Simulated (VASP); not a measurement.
Here is the system:

```xyz
3
Lattice="1.8688 -3.2368 0.0000 1.8688 3.2368 0.0000 0.0000 0.0000 5.2614" Properties=species:S:1:pos:R:3 pbc="T T T"
Pt     0.0000     0.0000     0.0000
Se     1.8688     1.0789     1.2976
Se     1.8688    -1.0789     3.9637
```

All values below come from r2SCAN+rVV10, VASP's PBE PAW potentials (set 64) (plane waves; VASP). Run with 520 eV cut-off, 11×11×7 Γ-centred mesh, tetrahedra with Blöchl corrections, potentials Pt Se.

The cores are frozen, which limits the accuracy of field gradients.

Give the principal components of the electric field gradient (V/Å²) and the asymmetry η at each nucleus.

```tsv
atom	Vxx	Vyy	Vzz	η
Pt1	-61.8	-61.8	123.6	0.00
Se2	36.8	36.8	-73.6	0.00
Se3	36.8	36.8	-73.6	0.00
```

The compound is PtSe2 in the 1T layered structure. It was relaxed first.
